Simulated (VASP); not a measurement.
Crystal: HfIn4SiO6.

```
Hf In Si O
1.0
     5.16275    0.00000    0.00000
    -2.58137    4.47107    0.00000
     0.00000    0.00000    9.79800
Hf In Si O
1 4 1 6
Direct
  0.00000 0.00000 0.00000
  0.00000 0.00000 0.65707
  0.00000 0.00000 0.34293
  0.66667 0.33333 0.77689
  0.66667 0.33333 0.22311
  0.33333 0.66667 0.00000
  0.31519 0.36860 0.89355
  0.63140 0.68481 0.10645
  0.63140 0.94660 0.89355
  0.05340 0.36860 0.10645
  0.05340 0.68481 0.89355
  0.31519 0.94660 0.10645
```

The cell was built by a generator and needn't be a form met in nature.

| Quantity | Value |
| --- | --- |
| Program | VASP 6.6.1 |
| Task | relaxation of cell and atoms |
| Functional | PBE |
| Potentials or basis | VASP PAW PBE potentials, release 64 (Hf_pv, In_d, Si, O) |
| Cutoff | 520 eV |
| k mesh | 8 × 8 × 4 |
| Occupations | gaussian, width 0.1 eV |
| Spin | no spin polarisation |

At the start: pressure 1.8 GPa; volume 18.85 Å³/atom.

How do energy, volume and symmetry change on relaxing?

Over 16 steps the energy falls by 7.4 meV/atom and the volume is 19.88 Å³/atom (+5.5 %); space group P312 (No. 149, to 0.05 Å).

Step by step:
```tsv
step	energy change (eV)	largest force (eV/Å)	pressure (GPa)	volume (Å³)
1	0.0000	0.1231	1.80	226.17
2	-0.0247	0.3049	-1.27	233.14
3	-0.0344	0.1766	-0.25	230.68
4	-0.0494	0.2087	-0.05	231.13
5	-0.0528	0.2817	0.11	231.46
6	-0.0629	0.2141	0.16	232.21
7	-0.0758	0.1440	0.28	233.97
8	-0.0848	0.0475	0.07	235.91
9	-0.0866	0.0488	-0.06	237.18
10	-0.0880	0.0201	-0.02	237.63
11	-0.0885	0.0221	0.02	238.04
12	-0.0886	0.0298	0.03	238.19
13	-0.0890	0.0196	-0.03	238.65
14	-0.0891	0.0145	-0.02	238.58
15	-0.0890	0.0175	0.05	238.49
16	-0.0891	0.0035	0.00	238.54
```

Final structure:
```cif
data_structure
_symmetry_space_group_name_H-M 'P 1'
_symmetry_Int_Tables_number 1
_cell_length_a 5.1665
_cell_length_b 5.1665
_cell_length_c 10.3187
_cell_angle_alpha 90.000
_cell_angle_beta 90.000
_cell_angle_gamma 120.000
_cell_volume 238.54
loop_
_atom_site_label
_atom_site_type_symbol
_atom_site_fract_x
_atom_site_fract_y
_atom_site_fract_z
_atom_site_occupancy
Hf1 Hf 0.00000 0.00000 0.00000 1
In1 In 0.00000 0.00000 0.66029 1
In2 In 0.00000 0.00000 0.33971 1
In3 In 0.66667 0.33333 0.78787 1
In4 In 0.66667 0.33333 0.21213 1
Si1 Si 0.33333 0.66667 0.00000 1
O1 O 0.31427 0.36812 0.89781 1
O2 O 0.63188 0.68573 0.10219 1
O3 O 0.63188 0.94615 0.89781 1
O4 O 0.05384 0.36812 0.10219 1
O5 O 0.05384 0.68573 0.89781 1
O6 O 0.31427 0.94615 0.10219 1
```
